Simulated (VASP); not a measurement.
# Tc3Sn (Fm-3m) in VASP: single point with PBEsol

Aim: the single point of Tc3Sn with PBEsol.

Program: VASP 6.6.1. These are calculated values, not measurements. Logs are shortened: lines on timing, memory, paths and dates and some standing lists are left out, and cuts for length are marked.

## Step 1: The crystal as given

It takes space group Fm-3m (No. 225, cubic). Conventional cell: a = 6.344 Å, b = 6.344 Å, c = 6.344 Å, α = 90.00°, β = 90.00°, γ = 90.00°. Tc (site symmetry -43m) is surrounded by 4 Tc at 2.75 Å and 4 Sn at 2.75 Å. Tc (site symmetry m-3m) has 8 Tc at 2.75 Å as nearest neighbours. Sn (site symmetry m-3m) has 8 Tc at 2.75 Å as nearest neighbours.

The cell comes from a database or a generator and needn't be the stable form of this composition.

## Step 2: Single point, PBEsol

Contents of INCAR:

```
ALGO = Fast
EDIFF = 1E-6
ENCUT = 520
GGA = PS
ISIF = 2
ISMEAR = 1
LASPH = True
LCHARG = False
LREAL = False
LWAVE = False
NBANDS = 34
NELM = 100
PREC = Accurate
SIGMA = 0.1
```

Contents of KPOINTS:

```
k-points
0
Gamma
  6 6 6
```

Contents of POSCAR:

```
Tc3Sn
1.0
    0.0000000000      3.1721940000      3.1721940000
    3.1721940000      0.0000000000      3.1721940000
    3.1721940000      3.1721940000      0.0000000000
Tc Sn
3 1
Direct
    0.2500000000      0.2500000000      0.2500000000
    0.7500000000      0.7500000000      0.7500000000
    0.5000000000      0.5000000000      0.5000000000
    0.0000000000      0.0000000000      0.0000000000
```

Potentials or basis: VASP PAW PBE potentials, release 64 (Tc_pv, Sn_d).

Run with:

```console
$ cat potpaw_PBE.64/Tc_pv/POTCAR potpaw_PBE.64/Sn_d/POTCAR > POTCAR
$ mpirun -np 1 vasp_std > vasp.out
```

OUTCAR:

```text
EDIFF = 1E-6
   ENCUT = 520
   GGA = PS
   ISIF = 2
   ISMEAR = 1
   LASPH = True
   LREAL = False
   NELM = 100
   PREC = Accurate

 ion  position               nearest neighbor table
   1  0.250  0.250  0.250-   4 2.75   4 2.75   4 2.75   3 2.75   3 2.75   3 2.75   4 2.75   3 2.75
                             2 3.17   2 3.17   2 3.17   2 3.17   2 3.17   2 3.17
   2  0.750  0.750  0.750-   3 2.75   3 2.75   3 2.75   4 2.75   4 2.75   4 2.75   4 2.75   3 2.75
                             1 3.17   1 3.17   1 3.17   1 3.17   1 3.17   1 3.17
   3  0.500  0.500  0.500-   1 2.75   1 2.75   1 2.75   2 2.75   2 2.75   2 2.75   2 2.75   1 2.75
                             4 3.17   4 3.17   4 3.17   4 3.17   4 3.17   4 3.17
   4  0.000  0.000  0.000-   2 2.75   2 2.75   2 2.75   1 2.75   1 2.75   1 2.75   2 2.75   1 2.75
                             3 3.17   3 3.17   3 3.17   3 3.17   3 3.17   3 3.17

  LATTYP: Found a face centered cubic cell.
 ALAT       =     6.3443880000

  Lattice vectors:

 A1 = (   0.0000000000,   3.1721940000,   3.1721940000)
 A2 = (   3.1721940000,   0.0000000000,   3.1721940000)
 A3 = (   3.1721940000,   3.1721940000,   0.0000000000)

Analysis of symmetry for initial positions (statically):
=====================================================================
 Subroutine PRICEL returns:
 Original cell was already a primitive cell.

 Routine SETGRP: Setting up the symmetry group for a
 face centered cubic supercell.

 Subroutine GETGRP returns: Found 48 space group operations
 (whereof 48 operations were pure point group operations)
 out of a pool of 48 trial point group operations.

The static configuration has the point symmetry O_h .

Analysis of symmetry for dynamics (positions and initial velocities):
=====================================================================
 Subroutine PRICEL returns:
 Original cell was already a primitive cell.

 Routine SETGRP: Setting up the symmetry group for a
 face centered cubic supercell.

 Subroutine GETGRP returns: Found 48 space group operations
 (whereof 48 operations were pure point group operations)
 out of a pool of 48 trial point group operations.

The dynamic configuration has the point symmetry O_h .

 Subroutine INISYM returns: Found 48 space group operations
 (whereof 48 operations are pure point group operations),
 and found     1 'primitive' translations

----------------------------------------------------------------------------------------

                                     Primitive cell

  volume of cell :      63.8424

  direct lattice vectors                    reciprocal lattice vectors
     0.000000000  3.172194000  3.172194000    -0.157619616  0.157619616  0.157619616
     3.172194000  0.000000000  3.172194000     0.157619616 -0.157619616  0.157619616
     3.172194000  3.172194000  0.000000000     0.157619616  0.157619616 -0.157619616

  length of vectors
     4.486159777  4.486159777  4.486159777     0.273005183  0.273005183  0.273005183

  position of ions in fractional coordinates (direct lattice)
     0.250000000  0.250000000  0.250000000
     0.750000000  0.750000000  0.750000000
     0.500000000  0.500000000  0.500000000
     0.000000000  0.000000000  0.000000000

  ion indices of the primitive-cell ions
   primitive index   ion index
                 1           1
                 2           2
                 3           3
                 4           4

----------------------------------------------------------------------------------------

 KPOINTS: k-points

Automatic generation of k-mesh.
 Grid dimensions read from file:
 generate k-points for:    6    6    6

 Generating k-lattice:

  Cartesian coordinates                     Fractional coordinates (reciprocal lattice)
    -0.026269936  0.026269936  0.026269936     0.166666667  0.000000000  0.000000000
     0.026269936 -0.026269936  0.026269936     0.000000000  0.166666667  0.000000000
     0.026269936  0.026269936 -0.026269936     0.000000000  0.000000000  0.166666667

  Length of vectors
     0.045500864  0.045500864  0.045500864

  Shift w.r.t. Gamma in fractional coordinates (k-lattice)
     0.000000000  0.000000000  0.000000000

 Subroutine IBZKPT returns following result:
 ===========================================

 Found     16 irreducible k-points:

 Following reciprocal coordinates:
            Coordinates               Weight
  0.000000  0.000000  0.000000      1.000000
  0.166667  0.000000  0.000000      8.000000
  0.333333  0.000000  0.000000      8.000000
  0.500000  0.000000  0.000000      4.000000
  0.166667  0.166667  0.000000      6.000000
  0.333333  0.166667  0.000000     24.000000
[... 8 lines left out ...]
 -0.333333  0.333333  0.166667     24.000000
 -0.333333  0.500000  0.166667     12.000000
   k-points           NKPTS =     16   k-points in BZ     NKDIM =     16   number of bands    NBANDS=     34
   number of dos      NEDOS =    301   number of ions     NIONS =      4
   total plane-waves  NPLWV =  46656
   dimension x,y,z NGX =    36 NGY =   36 NGZ =   36
   dimension x,y,z NGXF=    72 NGYF=   72 NGZF=   72
   ions per type =               3   1
   NGX,Y,Z   is equivalent  to a cutoff of  13.34, 13.34, 13.34 a.u.
   NGXF,Y,Z  is equivalent  to a cutoff of  26.68, 26.68, 26.68 a.u.
 SYSTEM =  unknown system
   PREC   = accura    normal or accurate (medium, high low for compatibility)
   ISTART =      0    job   : 0-new  1-cont  2-samecut
   ICHARG =      2    charge: 1-file 2-atom 10-const
   ISPIN  =      1    spin polarized calculation?
   LNONCOLLINEAR =      F non collinear calculations
   LSORBIT =      F    spin-orbit coupling
   LASPH  =      T    aspherical Exc in radial PAW
   ENCUT  =  520.0 eV  38.22 Ry    6.18 a.u.   8.34  8.34  8.34*2*pi/ulx,y,z
   NELM   =    100;   NELMIN=  2; NELMDL= -5     # of ELM steps
   EDIFF  = 0.1E-05   stopping-criterion for ELM
   LREAL  =      F    real-space projection
   EDIFFG = 0.1E-04   stopping-criterion for IOM
   NSW    =      0    number of steps for IOM
   IBRION =     -1    ionic relax: 0-MD 1-quasi-New 2-CG
   NFREE  =      0    steps in history (QN), initial steepest desc. (CG)
   ISIF   =      2    stress and relaxation
   ISYM   =      2    0-nonsym 1-usesym 2-fastsym
   POTIM  = 0.5000    time-step for ionic-motion
   TEBEG  =    0.0;   TEEND  =   0.0 temperature during run
   PSTRESS=    0.0 pullay stress
   NELECT =      53.0000    total number of electrons
   NUPDOWN=      -1.0000    fix difference up-down
   EMIN   =  10.00;   EMAX   =-10.00  energy-range for DOS
   EFERMI =   0.00;   METHOD = LEGACY
   ISMEAR =     1;   SIGMA  =   0.10  broadening in eV -4-tet -1-fermi 0-gaus
   EFERMI_NEDOS =   21; number of points for ismear=-14 and -15
   IALGO  =     68    algorithm
   IMIX   =      4    mixing-type and parameters
     AMIX     =   0.40;   BMIX     =  1.00
     AMIX_MAG =   1.60;   BMIX_MAG =  1.00
  volume/ion in A,a.u.               =      15.96       107.71
  Fermi-wavevector in a.u.,A,eV,Ry     =   1.538616  2.907564 32.209626  2.367341
  Thomas-Fermi vector in A             =   2.644960
   LORBIT       =      0    0 simple, 1 ext, 2 COOP (PROOUT), +10 PAW based schemes
   GGA     = PS    functional components
   LHFCALC =     F    Hartree Fock is set to
   AEXX    =    0.0000 exact exchange contribution
   IVDW    =     0    specifies the selected vdW correction
   LEPSILON=     F    determine dielectric tensor
   LRPA    =     F    only Hartree local field effects (RPA)
 non-spin polarized calculation
 RMM-DIIS sequential band-by-band and
 Methfessel and Paxton  Order N= 1 SIGMA  =   0.10
  energy-cutoff  :      520.00
  volume of cell :       63.84
 maximum number of plane-waves:      1759
 NGX is ok and might be reduce to    36
   NGX = 17   NGY = 17   NGZ = 17

 number of electron      53.0000002 magnetization

 Free energy of the ion-electron system (eV)
  ---------------------------------------------------
  ext. energy  EPLUGINS =         0.00000000
  ---------------------------------------------------
  free energy    TOTEN  =       -37.02279031 eV

  energy without entropy =      -37.01978740  energy(sigma->0) =      -37.02178934

 E-fermi :  12.2109     XC(G=0): -13.2811

 val. band max:       12.2106986737   @ k =  -0.3333   0.1667   0.0000
 cond. band min:      12.2114943665   @ k =  -0.3333   0.3333   0.0000
 fundamental gap:      0.0007956928
 Fermi energy:        12.2109288159

 k-point     1 :       0.0000    0.0000    0.0000
  band No.  band energies     occupation
      1     -27.1764      2.00000
      2     -27.1764      2.00000
      3     -27.1764      2.00000
      4     -26.5019      2.00000
      5     -26.5019      2.00000
      6     -26.5019      2.00000
[... 26 lines left out ...]
     33      17.1436      0.00000
     34      17.1437      0.00000

 k-point     2 :       0.1667    0.0000    0.0000
  band No.  band energies     occupation
      1     -27.1853      2.00000
      2     -27.1853      2.00000
      3     -27.1800      2.00000
      4     -26.4865      2.00000
      5     -26.4865      2.00000
      6     -26.4671      2.00000
[... 26 lines left out ...]
     33      17.4236      0.00000
     34      17.4926      0.00000

 k-point     3 :       0.3333    0.0000    0.0000
  band No.  band energies     occupation
      1     -27.2023      2.00000
      2     -27.2023      2.00000
      3     -27.1798      2.00000
      4     -26.4539      2.00000
      5     -26.4539      2.00000
      6     -26.4064      2.00000
[... 26 lines left out ...]
     33      17.8785      0.00000
     34      17.9511      0.00000

 k-point     4 :       0.5000    0.0000    0.0000
  band No.  band energies     occupation
      1     -27.2104      2.00000
      2     -27.2104      2.00000
      3     -27.1764      2.00000
      4     -26.4354      2.00000
      5     -26.4351      2.00000
      6     -26.4351      2.00000
[... 26 lines left out ...]
     33      18.0754      0.00000
     34      18.6813      0.00000

 k-point     5 :       0.1667    0.1667    0.0000
  band No.  band energies     occupation
      1     -27.1968      2.00000
      2     -27.1968      2.00000
      3     -27.1646      2.00000
      4     -26.4774      2.00000
      5     -26.4774      2.00000
      6     -26.4612      2.00000
[... 325 lines left out ...]
 k-point    14 :       0.5000    0.3333    0.1667
  band No.  band energies     occupation
      1     -27.2333      2.00000
      2     -27.2118      2.00000
      3     -27.1640      2.00000
      4     -26.4771      2.00000
      5     -26.4151      2.00000
      6     -26.4147      2.00000
[... 26 lines left out ...]
     33      14.9533      0.00000
     34      18.1901      0.00000

 k-point    15 :      -0.3333    0.3333    0.1667
  band No.  band energies     occupation
      1     -27.2430      2.00000
      2     -27.1912      2.00000
      3     -27.1844      2.00000
      4     -26.5043      2.00000
      5     -26.3956      2.00000
      6     -26.3915      2.00000
[... 26 lines left out ...]
     33      14.7520      0.00000
     34      18.5496      0.00000

 k-point    16 :      -0.3333    0.5000    0.1667
  band No.  band energies     occupation
      1     -27.2551      2.00000
      2     -27.2187      2.00000
      3     -27.1500      2.00000
      4     -26.5269      2.00000
      5     -26.3753      2.00000
      6     -26.3647      2.00000
[... 26 lines left out ...]
     33      14.0705     -0.00000
     34      18.7335      0.00000

------------------------ aborting loop because EDIFF is reached ----------------------------------------

  FORCE on cell =-STRESS in cart. coord.  units (eV):
  Direction    XX          YY          ZZ          XY          YZ          ZX
  --------------------------------------------------------------------------------------
  -------------------------------------------------------------------------------------
  Total       -3.9027693     -3.9027693     -3.9027693      0.0000000      0.0000000      0.0000000
  in kB      -97.9431903    -97.9431903    -97.9431903      0.0000000      0.0000000      0.0000000
  external PRESSURE =     -97.9431903 kB  Pullay stress =       0.0000000 kB

 VOLUME and BASIS-vectors are now :
 -----------------------------------------------------------------------------
  energy-cutoff  :      520.00
  volume of cell :       63.84
      direct lattice vectors                 reciprocal lattice vectors
     0.000000000  3.172194000  3.172194000    -0.157619616  0.157619616  0.157619616
     3.172194000  0.000000000  3.172194000     0.157619616 -0.157619616  0.157619616
     3.172194000  3.172194000  0.000000000     0.157619616  0.157619616 -0.157619616

 POSITION                                       TOTAL-FORCE (eV/Angst)
 -----------------------------------------------------------------------------------
      1.58610      1.58610      1.58610        -0.000000      0.000000     -0.000000
      4.75829      4.75829      4.75829        -0.000000     -0.000000      0.000000
      3.17219      3.17219      3.17219         0.000000      0.000000      0.000000
      0.00000      0.00000      0.00000         0.000000      0.000000      0.000000
 -----------------------------------------------------------------------------------
    total drift:                                0.000000      0.000000      0.000000

  FREE ENERGIE OF THE ION-ELECTRON SYSTEM (eV)
  ---------------------------------------------------
  free  energy   TOTEN  =       -37.0227903085 eV

  energy  without entropy=      -37.0197873980  energy(sigma->0) =      -37.02178934
```

It took 32 s on 1 thread of Intel Xeon Platinum 8559C (Emerald Rapids), shared host; peak memory 0.21 GiB.

Results:

```
Free energy            : -37.0228 eV
Pressure               : -9.8 GPa
Band gap on the k mesh : none (metal or under the smearing width)
```

Levels at points of the mesh, in eV from the Fermi level:
| k point | band 22 | band 23 | band 24 | band 25 | band 26 | band 27 | band 28 | band 29 | band 30 | band 31 |
| --- | --- | --- | --- | --- | --- | --- | --- | --- | --- | --- |
| (0.00, 0.00, 0.00) | -2.58 | -2.58 | 0.68 | 0.68 | 0.70 | 0.70 | 0.70 | 1.42 | 1.42 | 2.09 |
| (0.50, 0.00, 0.00) | -1.95 | -1.95 | -1.11 | -1.11 | -0.87 | 0.50 | 0.50 | 0.70 | 0.70 | 1.17 |
| (0.50, 0.50, 0.00) | -2.50 | -2.50 | -1.59 | -0.56 | -0.56 | -0.07 | 0.17 | 0.46 | 1.33 | 1.44 |

Caveat: the PAW data sets were made with another functional, which shifts forces and pressure a little.
